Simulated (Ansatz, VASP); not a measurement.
# Cross-check of Zr (Zirconium) between VASP and Ansatz

One calculation is typed for both programs; each brings its own data sets. How far apart do they land? The cell is taken from a series of runs on this material, whose earlier steps may have relaxed, scaled, displaced or heated it; both programs get it as it stands.

Main program and level: Ansatz 0.2.0; plane waves, with VASP 6.6.1 beside it; relaxation of cell and atoms at LDA.

### 1. The structure

Symmetry: P6_3/mmc, No. 194, hexagonal system. The conventional cell has a = 3.148 Å, b = 3.148 Å, c = 5.080 Å, α = 90.00°, β = 90.00°, γ = 120.00°. Nearest to Zr lie 12 Zr at 3.12 to 3.15 Å.

### 2. VASP: relaxation of cell and atoms, LDA

The relaxed volume is the usual yardstick between codes: in a stiff, nearly cubic crystal its relative difference is about their pressure difference at one cell divided by the bulk modulus.

Lines of VASP's logs that name or quote its potential files are left out, and so is its time.

INCAR

```
SYSTEM = Zr
PREC = Accurate
ENCUT = 500
EDIFF = 1E-07
NELM = 120
ISMEAR = 1
SIGMA = 0.2
LREAL = .FALSE.
ALGO = Normal
GGA = CA
NBANDS = 18
LASPH = .TRUE.
LORBIT = 11
LWAVE = .FALSE.
LCHARG = .FALSE.
ISIF = 3
IBRION = 2
NSW = 80
EDIFFG = -0.005
GGA_COMPAT = .FALSE.
NELMIN = 4
KPAR = 2
```

POSCAR

```
Zr
1.0
    3.1477860000      0.0000000000      0.0000000000
   -1.5738930000      2.7260630000      0.0000000000
    0.0000000000      0.0000000000      5.0798790000
Zr
2
Direct
    0.3333332722      0.6666665444      0.2500000492
    0.6666667278      0.3333334556      0.7499999508
```

KPOINTS

```
Automatic mesh
0
Gamma
18 18 10
0 0 0
```

The projector-augmented-wave data sets are Zr_sv (LDA family, release 64).

Launch:

```console
$ mpirun -np 2 vasp_std
```

Numbers of over 12 decimals in the logs are rounded to 6 here.

The log of the run:

```text
[banner, memory and clock lines left out]
running    2 mpi-ranks, on    1 nodes
 distrk:  each k-point on    1 cores,    2 groups
 distr:  one band on    1 cores,    1 groups

 POSCAR found type information on POSCAR Zr
 POSCAR found :  1 types and       2 ions
 LDA part: xc-table for (Slater(with rela. corr.)+CA(PZ))
 , standard interpolation
 POSCAR, INCAR and KPOINTS ok, starting setup
 FFT: planning ... GRIDC
 FFT: planning ... GRID_SOFT
 FFT: planning ... GRID
 WAVECAR not read
 entering main loop
       N       E                     dE             d eps       ncg     rms          rms(c)
DAV:   1     0.210693280948E+03    0.21069E+03   -0.13240E+04  7992   0.130E+03
DAV:   2    -0.372106645593E+01   -0.21441E+03   -0.21088E+03  9386   0.380E+02
DAV:   3    -0.188996270448E+02   -0.15179E+02   -0.15022E+02 14458   0.738E+01
DAV:   4    -0.192694993866E+02   -0.36987E+00   -0.36910E+00  9464   0.117E+01
DAV:   5    -0.192792582699E+02   -0.97589E-02   -0.97540E-02 11918   0.138E+00    0.163E+01
DAV:   6    -0.186939705869E+02    0.58529E+00   -0.87836E-01  8620   0.731E+00    0.667E+00
DAV:   7    -0.185797893430E+02    0.11418E+00   -0.57402E-01 11682   0.501E+00    0.108E+00
DAV:   8    -0.185827124877E+02   -0.29231E-02   -0.33398E-02 10550   0.149E+00    0.258E-01
DAV:   9    -0.185829620304E+02   -0.24954E-03   -0.12115E-03 10128   0.326E-01    0.314E-02
DAV:  10    -0.185829476702E+02    0.14360E-04   -0.39141E-05 11672   0.411E-02    0.240E-02
DAV:  11    -0.185829484702E+02   -0.79997E-06   -0.82499E-06  8740   0.337E-02    0.229E-03
DAV:  12    -0.185829484062E+02    0.63960E-07   -0.30283E-07  8136   0.377E-03
   1 F= -.18582948E+02 E0= -.18583175E+02  d E =-.185829E+02
 curvature:   0.00 expect dE= 0.000E+00 dE for cont linesearch  0.000E+00
 trial: gam= 0.00000 g(F)=  0.128E-40 g(S)=  0.278E-04 ort = 0.000E+00 (trialstep = 0.100E+01)
 search vector abs. value=  0.278E-04
 bond charge predicted
       N       E                     dE             d eps       ncg     rms          rms(c)
DAV:   1    -0.185832629402E+02   -0.31447E-03   -0.11185E-02  8930   0.101E+00    0.169E-01
DAV:   2    -0.185829948501E+02    0.26809E-03   -0.84462E-04  9222   0.259E-01    0.529E-02
DAV:   3    -0.185829403938E+02    0.54456E-04   -0.33291E-04 11780   0.129E-01    0.336E-02
DAV:   4    -0.185829481139E+02   -0.77201E-05   -0.17371E-05 10418   0.271E-02    0.130E-02
DAV:   5    -0.185829532421E+02   -0.51282E-05   -0.17028E-05 12194   0.225E-02    0.539E-03
DAV:   6    -0.185829533773E+02   -0.13516E-06   -0.52766E-07  8196   0.641E-03    0.921E-04
DAV:   7    -0.185829533837E+02   -0.63501E-08   -0.33200E-08  4570   0.199E-03
   2 F= -.18582953E+02 E0= -.18583173E+02  d E =-.497745E-05
 trial-energy change:   -0.000005  1 .order   -0.000004   -0.000028    0.000019
 step:   0.6112(harm=  0.5949)  dis= 0.00000  next Energy=   -18.582957 (dE=-0.863E-05)
 bond charge predicted
       N       E                     dE             d eps       ncg     rms          rms(c)
DAV:   1    -0.185830038757E+02   -0.50498E-04   -0.16877E-03  8874   0.391E-01    0.658E-02
DAV:   2    -0.185829633167E+02    0.40559E-04   -0.12740E-04  9126   0.100E-01    0.207E-02
DAV:   3    -0.185829549935E+02    0.83232E-05   -0.50377E-05 11662   0.503E-02    0.130E-02
DAV:   4    -0.185829561545E+02   -0.11611E-05   -0.26328E-06 10380   0.105E-02    0.501E-03
DAV:   5    -0.185829569059E+02   -0.75139E-06   -0.25610E-06 12134   0.873E-03    0.207E-03
DAV:   6    -0.185829569274E+02   -0.21469E-07   -0.71720E-08  4878   0.248E-03
   3 F= -.18582957E+02 E0= -.18583179E+02  d E =-.852119E-05
 curvature:  -0.30 expect dE=-0.146E-05 dE for cont linesearch -0.147E-07
 trial: gam= 0.21877 g(F)=  0.161E-39 g(S)=  0.492E-05 ort =-0.117E-05 (trialstep = 0.922E+00)
 search vector abs. value=  0.574E-05
 reached required accuracy - stopping structural energy minimisation
```

From OUTCAR (step 2):

```text
ion  position               nearest neighbor table
   1  0.333  0.667  0.250-   2 3.12   2 3.12   2 3.12   2 3.12   2 3.12   2 3.12
   2  0.667  0.333  0.750-   1 3.12   1 3.12   1 3.12   1 3.12   1 3.12   1 3.12

  LATTYP: Found a hexagonal cell.
 ALAT       =     3.1477860000
 C/A-ratio  =     1.6137942668

 Subroutine GETGRP returns: Found 24 space group operations
 (whereof 12 operations were pure point group operations)

The static configuration has the point symmetry D_3d.
 The point group associated with its full space group is D_6h.

 Found    222 irreducible k-points:

   k-points           NKPTS =    222   k-points in BZ     NKDIM =    222   number of bands    NBANDS=     18

   dimension x,y,z NGX =    24 NGY =   24 NGZ =   40
   dimension x,y,z NGXF=    48 NGYF=   48 NGZF=   80

   ENCUT  =  500.0 eV  36.75 Ry    6.06 a.u.   5.74  5.74  9.26*2*pi/ulx,y,z

   NELECT =      24.0000    total number of electrons

 k-points in reciprocal lattice and weights: Automatic mesh
   0.00000000  0.00000000  0.00000000       0.000
   0.05555556 -0.00000000  0.00000000       0.002
   0.11111111 -0.00000000  0.00000000       0.002
   0.16666667 -0.00000000  0.00000000       0.002
   0.22222222 -0.00000000  0.00000000       0.002
   0.27777778  0.00000000  0.00000000       0.002
   0.33333333  0.00000000  0.00000000       0.002
   0.38888889  0.00000000  0.00000000       0.002
   0.44444444 -0.00000000  0.00000000       0.002
[...]
0.33333333  0.27777778  0.50000000       0.004
   0.33333333  0.33333333  0.50000000       0.001

 average (electrostatic) potential at core
       1 -73.5423       2 -73.5423

 E-fermi :   9.5462

 k-point     1 :       0.0000    0.0000    0.0000
  band No.  band energies     occupation
    ...
      6     -16.4626      2.00000
      7     -16.4435      2.00000
      8     -16.4435      2.00000
      9       3.8035      2.00000
     10       6.3219      2.00000
     11      10.4004     -0.00000
     12      10.4004     -0.00000
     13      10.4255     -0.00000
     14      10.9527     -0.00000
     15      11.1229     -0.00000
    ...

 k-point     2 :       0.0556   -0.0000    0.0000
  band No.  band energies     occupation
    ...
      6     -16.4724      2.00000
      7     -16.4672      2.00000
      8     -16.4472      2.00000
      9       3.8990      2.00000
     10       6.4114      2.00000
     11      10.0861     -0.00091
     12      10.4889     -0.00000
     13      10.6871     -0.00000
     14      10.7377     -0.00000
     15      11.0362     -0.00000
    ...

 k-point     3 :       0.1111   -0.0000    0.0000
  band No.  band energies     occupation
    ...
      6     -16.5545      2.00000
      7     -16.4812      2.00000
      8     -16.4582      2.00000
      9       4.1762      2.00000
     10       6.6628      2.00000
     11       9.6956      0.04961
     12      10.1965     -0.00004
     13      10.7519     -0.00000
     14      10.7668     -0.00000
     15      11.0100     -0.00000
    ...

  Total       -0.0097953     -0.0097953      0.0034571      0.0000000      0.0000000      0.0000000
  in kB       -0.3597711     -0.3597712      0.1269744      0.0000000      0.0000000      0.0000000
  external PRESSURE =      -0.1975226 kB  Pullay stress =       0.0000000 kB

  energy-cutoff  :      500.00
  volume of cell :       43.62
      direct lattice vectors                 reciprocal lattice vectors
     3.148163183  0.000000000  0.000000000     0.317645542  0.183392715 -0.000000000
    -1.574081592  2.726389650 -0.000000000    -0.000000000  0.366785430 -0.000000000
     0.000000000  0.000000000  5.082273587    -0.000000000  0.000000000  0.196762331

 POSITION                                       TOTAL-FORCE (eV/Angst)
 -----------------------------------------------------------------------------------
      0.00000      1.81759      1.27057         0.000000     -0.000000      0.000000
      1.57408      0.90880      3.81170        -0.000000      0.000000     -0.000000
 -----------------------------------------------------------------------------------
    total drift:                               -0.000000     -0.000211     -0.000002

  FREE ENERGIE OF THE ION-ELECTRON SYSTEM (eV)
  ---------------------------------------------------
  free  energy   TOTEN  =       -18.5829569274 eV

  energy  without entropy=      -18.5836233418  energy(sigma->0) =      -18.58317907

 reached required accuracy - stopping structural energy minimisation

 total charge
# of ion       s       p       d       tot
------------------------------------------
    1        2.248   5.958   1.720   9.927
    2        2.248   5.958   1.720   9.927
--------------------------------------------------
tot          4.497  11.916   3.441  19.854

[... 3 further parts left out ...]
```

### 3. Ansatz: relaxation of cell and atoms, LDA

Ansatz runs on its PAW soft_1 files.

The same cell, functional (in two slightly different forms), mesh and smearing now go to Ansatz, which takes its cutoff from its data sets.

input.yaml

```yaml
crystal:
  lattice:
    - [3.1477862901, 0.0, 0.0]
    - [-1.573893145, 2.7260628929, 0.0]
    - [0.0, 0.0, 5.0798788935]
  atoms:
    - { symbol: Zr, position: [0.3333333333, 0.6666666667, 0.25] }
    - { symbol: Zr, position: [0.6666666667, 0.3333333333, 0.75] }
kpoints:
  mp_grid: { grid: [18, 18, 10] }
hamiltonian:
  xc: lda
  pseudopotentials: { kind: paw, azcp: { folder: soft_1 }, xc_functional: pbe }
scf:
  occupations: { method: methfessel_paxton, width: 0.2 }
output:
  forces: true
  stress: true
  eigenvalues: true
relax:
  adjacent_minimum: "off"
  f_tol: 0.001
  max_steps: 60
  cell: { stress_tol: 0.01 }
```

Launch:

```console
$ ansatz run input.yaml --threads 8 --pin off --max-ram 15360MiB --backend cpu --events-out ev --progress --plain --runs-dir out
```

The log of the run:

```text
Engine: ansatz 0.2.0, aarch64-unknown-linux-gnu
Pseudopotentials: kind: paw
Pseudopotential: Zr, paw, valence charge 12, recommended cutoff 420 eV (normal), soft_1/Zr.paw.azcp
Functional definition: SPW92
  exchange = slater_x
  correlation = pw_c
Crystal: 2 atoms, lattice volume = 43.591 Å³
Basis set: ecut = 420 eV, 845 PW (Γ)
Bands: 16, of which v1, the nominal top of the filled ones, is band 12 counted from 1 (11 counted from 0)
Symmetry: 24 space group operations
Space group: P63/mmc (ITA 194), of the structure as read, at distance tolerance 3.5e-5 Å
k-points: 222 of 3240
Non-local potential: Zr, projectors of the file, l = 0: 3, l = 1: 2, l = 2: 2, l = 3: 1
PAW form: soft (Blöchl's): semilocal exchange-correlation on the pseudo side does not see the compensation charge
PAW frozen core: Zr, regenerated for the run's functional, and the local potential with it (the file was generated under x = pbe(κ = 0.804, μ = 0.219515), c = pbe(β = 0.066725))
PAW one-centre angular grid: Zr, 590 points (default); XC on 64 Gauss nodes
Initial density: superposition of atomic densities (chi_scale 0.1, normalization cell)
Initial wavefunctions: pseudopotential atomic-orbital guess
Functional: x = slater, c = lda
SCF iter   1: F=—  HF=-8155.137195 eV  |F-HF|=—  |Δ(HF+E_count)|=         —  Δρ=2.87e-2  dr2=4.34e-1  ethr=3.10e-3  ⟨swp⟩=5.0  Hψ=14904  notcnv=0
preconditioner: auto → none  [metal: Δε(μ)=0.004 eV  Ē_g=3.422 eV  σ=0.200 eV  W_gap=0.02  n_scr=8 (ndim 8)  ℏωp=15.9 eV  f_vac=0.000  D(μ)=2.00/eV (n_scr^D=22)  sad-step TF]
SCF iter   2: F=—  HF=-8155.027492 eV  |F-HF|=—  |Δ(HF+E_count)|=   1.10e-1  S|Δr|=    0.00e0  Δρ=1.77e-2  dr2=1.61e-1  ethr=1.81e-3  ⟨swp⟩=1.1  Hψ=5353  notcnv=0
SCF iter   3: F=—  HF=-8154.968435 eV  |F-HF|=—  |Δ(HF+E_count)|=   5.91e-2  S|Δr|=    0.00e0  Δρ=1.26e-3  dr2=6.17e-4  ethr=6.71e-4  ⟨swp⟩=3.0  Hψ=6952  notcnv=0
SCF iter   4: F=—  HF=-8154.968273 eV  |F-HF|=—  |Δ(HF+E_count)|=   1.62e-4  S|Δr|=    0.00e0  Δρ=2.45e-4  dr2=6.78e-6  ethr=2.57e-6  ⟨swp⟩=2.0  Hψ=6228  notcnv=0
SCF iter   5: F=—  HF=-8154.968276 eV  |F-HF|=—  |Δ(HF+E_count)|=   2.45e-6  S|Δr|=    0.00e0  Δρ=3.16e-5  dr2=1.97e-7  ethr=2.83e-8  ⟨swp⟩=2.0  Hψ=6207  notcnv=0
SCF iter   6: F=-8154.968276 eV  HF=-8154.968276 eV  |F-HF|=4.52e-9  |Δ(HF+E_count)|=   1.07e-8  S|Δr|=    0.00e0  Δρ=4.50e-6  dr2=7.66e-9  ethr=4.17e-10  ⟨swp⟩=5.0  Hψ=15664  notcnv=0
SCF 1 converged in 6 iterations: F = -8154.968276 eV  dr2 = 7.66e-9
  greatest PAW one-centre occupation: 0.994 electrons in one spin orbital (limit 2), on the Zr atom at site 1 (counted from 0), in its partial waves of l = 0
relax step   1: F+E_penalty+E_count = -8154.96827585 eV  Δ(F+E_penalty+E_count) = +0.000e0 eV  max|allowed force component| = 5.089e-17 eV/Å  Δτ_max = 0.0000 Å  P = -0.006 GPa  Ω = 43.591 Å³  (6 SCF iters, dr2 threshold 1.00e-7 eV, accepted)
[...]
relax step   2: F+E_penalty+E_count = -8154.96827714 eV  Δ(F+E_penalty+E_count) = -1.293e-6 eV  max|allowed force component| = 1.388e-16 eV/Å  Δτ_max = 0.0000 Å  P = +0.006 GPa  Ω = 43.584 Å³  energy of the carried Pulay correction = +2.763e-7 eV  (3 SCF iters, dr2 threshold 6.55e-10 eV, accepted)
[...]
relax step   3: F+E_penalty+E_count = -8154.96827679 eV  Δ(F+E_penalty+E_count) = +3.474e-7 eV  max|allowed force component| = 1.156e-16 eV/Å  Δτ_max = 0.0000 Å  P = +0.006 GPa  Ω = 43.584 Å³  stress off target by 9.99e-3 GPa  SCF on the basis re-selected at this cell (its energy is not comparable with the rows above)  (4 SCF iters)
basis re-selected at this cell: Δ(F+E_penalty+E_count) = +3.474e-7 eV, ΔP = -0.000 GPa vs the last step (what re-selecting the basis moved, of the pressure what is left beyond the Pulay correction that the steps carried, after the strain that the cell walked since its last selection, with what the two solves' SCF thresholds leave and, on support functions, any second-order correction that the steps lacked; it is no m [...]
SCF converged after 4 iterations
Stability not checked: this state was not tested for a lower state beside it, because cold or Methfessel-Paxton smearing, or corrected tetrahedra, fill the levels in a way that the test cannot read (fill_not_monotonic; see scf.lower_state_search)
Free energy (F): -8154.968277 eV
Harris-Foulkes:  -8154.968277 eV  (|F-HF|=1.82e-12)
Internal energy: -8154.968958 eV  (E = F + TS)
E sigma→0 (E₀):  -8154.968447 eV
Entropy (-TS):   0.000681 eV (0.341 meV/atom)
Fermi energy:    14.810299 eV
--- Per-component energies (eV) ---
  E_band       = -171.374667
  E_kinetic    = 635.078482
  E_local      = -1155.342290  (includes V_loc(G=0)·N_el)
  E_nonlocal   = 159.193149
  E_hartree    = 375.155807
  E_xc         = -307.798839
  E_vxc        = -365.849106  (∫ρ·V_xc dr)
  E_paw        = -5717.989214  (= ΣΔE_a)
  E_vpaw       = -194.766458  (= ΣTr[D̂ρ^β])
  E_aug_tail   = -0.000048  (compensation charges beyond the density's cutoff)
  E_ewald      = -2144.006805
  E_core_change = 0.740800  (= ΣΔE_core)
  E_smearing   = 0.000681  (= −TS)
  E_closure    = 0.000000  (closes the sum)
  Σ components = -8154.968277   (vs F -8154.968277, Δ=0.00e0)
--- Forces (eV/Å), atoms counted from 1 ---
  atom   1  Zr    -0.00000000     0.00000000     0.00000000
  atom   2  Zr     0.00000000    -0.00000000     0.00000000
  max |Σ_I F_I| component: 2.78e-17 eV/Å
--- Stress (GPa, compression-positive) ---
        0.003862       0.000000       0.000000
        0.000000       0.003862       0.000000
        0.000000       0.000000       0.009991
  P = ⅓ Tr σ = 0.0059 GPa (0.059 kbar)
--- Band table (eV; the first three rows and the last of 222) ---
  k-point 0: bands = [... 8 lower, 9.0500, 11.5805, 15.6668, 15.6668, 15.6932, 16.2093, 16.3905, 16.3905]
  k-point 1: bands = [... 8 lower, 9.1395, 11.5827, 15.6219, 15.6219, 15.6264, 16.0322, 16.3251, 16.3251]
  k-point 2: bands = [... 8 lower, 9.3994, 11.5693, 15.4425, 15.5379, 15.5379, 15.6016, 16.1571, 16.1571]
  k-point 221: bands = [... 8 lower, 13.2194, 13.2194, 13.4739, 13.4739, 14.8723, 14.8723, 16.8831, 16.8831]
--- Relaxed structure (2 steps of the walk, 2 accepted, 1 SCFs on fresh bases) ---
  F+E_penalty+E_count = -8154.96827679 eV   max|allowed force component| = 1.156e-16 eV/Å   (the final SCF, on the basis selected at the relaxed cell)
  cell:  # Å, volume = 43.5844 Å³
    - [3.147306, -2.8863008940262234e-11, 0.0]
    - [-1.573653, 2.725647, 0.0]
    - [0.0, 0.0, 5.080685]
  atoms:
    - { symbol: Zr, position: [0.333333, 0.666667, 0.25] }
    - { symbol: Zr, position: [0.666667, 0.333333, 0.750000] }
```

### 4. Comparison

Known differences besides the potentials themselves: the two LDA forms differ slightly; the cutoff is 420 eV in Ansatz and 500 eV in VASP; VASP's log shows a relativistic correction to its local exchange, Ansatz's none; Ansatz adds a Pulay correction to the stress that steers its cell, VASP none. Total energies have different zeros and are not compared.

The two programs side by side:

```tsv
quantity	Ansatz	VASP	difference
volume (Å³)	43.58	43.62	-0.09 %
edge a after relaxation, in the typed setting (Å)	3.147	3.148	-0.03 %
edge c after relaxation, in the typed setting (Å)	5.081	5.082	-0.03 %
```

### 5. Summary of results

```yaml
difference_in_volume_relaxation_of_cell_and_atoms_lda: -0.086 %
```

The difference in volume is -0.086 % (relaxation of cell and atoms, LDA), within the 1.2 % picked in this series as the mark of a large difference, as far as the stopping tolerances let one tell. How closely two codes agree says nothing of how well the functional describes the real material.

[Lines on the potential files, build, host, timing and source positions are cut from VASP's logs without a mark.]

[Logs are printed without paths, hosts, clocks, repeated set-up lines and the standing remarks that a program may print on its own settings, such as how far it seeks lower states.]

[Hosts, paths, dates, database ids (printed as entryN), source tags and the programs' standing remarks are cut or masked in the printed files.]
